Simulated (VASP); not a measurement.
Output of a VASP run:

OSZICAR:
```
       N       E                     dE             d eps       ncg     rms          rms(c)
DAV:   1     0.920386527210E+02    0.92039E+02   -0.87067E+03 13527   0.132E+03
DAV:   2    -0.128508706628E+02   -0.10489E+03   -0.94189E+02 13317   0.258E+02
DAV:   3    -0.158361273772E+02   -0.29853E+01   -0.29158E+01 16222   0.531E+01
DAV:   4    -0.158676522689E+02   -0.31525E-01   -0.31513E-01 15020   0.460E+00
DAV:   5    -0.158684805696E+02   -0.82830E-03   -0.82828E-03 17203   0.842E-01    0.194E+01
DAV:   6    -0.160466671953E+02   -0.17819E+00   -0.89531E+00 13815   0.707E+01    0.174E+01
DAV:   7    -0.148261985123E+02    0.12205E+01   -0.69697E+00 16447   0.731E+01    0.106E+01
DAV:   8    -0.146283710009E+02    0.19783E+00   -0.57008E-01 17205   0.131E+01    0.494E+00
DAV:   9    -0.145714058172E+02    0.56965E-01   -0.12647E-01 18460   0.738E+00    0.241E+00
DAV:  10    -0.145550706485E+02    0.16335E-01   -0.41461E-02 19802   0.433E+00    0.799E-01
DAV:  11    -0.145556369175E+02   -0.56627E-03   -0.47915E-03 19518   0.123E+00    0.277E-01
DAV:  12    -0.145557306211E+02   -0.93704E-04   -0.16738E-04 18312   0.190E-01    0.111E-01
DAV:  13    -0.145557768745E+02   -0.46253E-04   -0.41805E-05 16950   0.993E-02    0.680E-02
DAV:  14    -0.145557810666E+02   -0.41921E-05   -0.27865E-05 17954   0.118E-01    0.131E-02
DAV:  15    -0.145557812772E+02   -0.21064E-06   -0.32768E-06 11885   0.266E-02
   1 F= -.98689161E+01 E0= -.98686161E+01  d E =-.986892E+01  mag=     3.0863
```

**OUTCAR**
```
------------------------ aborting loop because EDIFF is reached ----------------------------------------
  FORCE on cell =-STRESS in cart. coord.  units (eV):
  Direction    XX          YY          ZZ          XY          YZ          ZX
  --------------------------------------------------------------------------------------
  Total        4.6850567      4.6850567      4.6665447      0.0000000      0.0000000      0.0000000
  in kB      299.8842415    299.8842415    298.6993127      0.0000000      0.0000000      0.0000000
  external PRESSURE =      -0.5107348 kB  Pullay stress =     300.0000000 kB
  volume of cell :       25.03
      direct lattice vectors                 reciprocal lattice vectors
     2.626779919  0.000000000  0.000000000     0.380694246  0.000000000  0.000000000
     0.000000000  2.626779919  0.000000000     0.000000000  0.380694246  0.000000000
     0.000000000  0.000000000  3.627641952     0.000000000  0.000000000  0.275661163
 POSITION                                       TOTAL-FORCE (eV/Angst)
 -----------------------------------------------------------------------------------
      0.00000      0.00000      0.00000         0.000000      0.000000      0.000000
      1.31339      1.31339      1.81382         0.000000      0.000000      0.000000
 -----------------------------------------------------------------------------------
    total drift:                               -0.000000      0.000000      0.000000
  FREE ENERGIE OF THE ION-ELECTRON SYSTEM (eV)
  ---------------------------------------------------
  free  energy   TOTEN  =       -14.5557812772 eV

  energy  without entropy=      -14.5548813128  energy(sigma->0) =      -14.55548129
  enthalpy is  TOTEN    =        -9.8689160731 eV   P V=        4.6868652042

 total charge

# of ion       s       p       d       tot
------------------------------------------
    1        0.446   0.538   6.225   7.210
    2        0.770   0.796   8.127   9.694
--------------------------------------------------
tot          1.217   1.334  14.353  16.904

 magnetization (x)

# of ion       s       p       d       tot
------------------------------------------
    1        0.001  -0.007   2.737   2.732
    2       -0.026  -0.073   0.410   0.312
--------------------------------------------------
tot         -0.024  -0.080   3.147   3.043

 reached required accuracy - stopping structural energy minimisation
```
(Selected blocks of OUTCAR.)

**POSCAR**
```
FePt
1
    2.6267799192     0.0000000000    -0.0000000000
    0.0000000000     2.6267799192    -0.0000000000
    0.0000000000     0.0000000000     3.6276419524
Fe Pt
1 1
Direct
  0.0000000000   0.0000000000   0.0000000000
  0.5000000000   0.5000000000   0.5000000000
```

Q: Write an INCAR and KPOINTS that could have produced this output.

A: This is not unique; one that fits is the input of the run itself, PBE GGA, plane waves, VASP's PBE PAW potentials (set 64).

### INCAR
```
ALGO = Normal
EDIFF = 1E-6
EDIFFG = -0.02
ENCUT = 500
GGA = PE
IBRION = 2
ISIF = 3
ISMEAR = 1
ISPIN = 2
LASPH = .True.
LCHARG = .False.
LMAXMIX = 6
LORBIT = 10
LREAL = .False.
LWAVE = .False.
MAGMOM = 2.9 0.3
NELM = 100
NSW = 40
PREC = Accurate
PSTRESS = 300
SIGMA = 0.1
SYSTEM = FePt
```

File KPOINTS:
```
Automatic mesh
0
G
 14 14 10
0 0 0
```

POTCAR, in this order: Fe Pt (PBE.64 set). Program: vasp_std.

The compound is FePt in the L1_0 structure. It was relaxed first under an external pressure of 30 GPa.
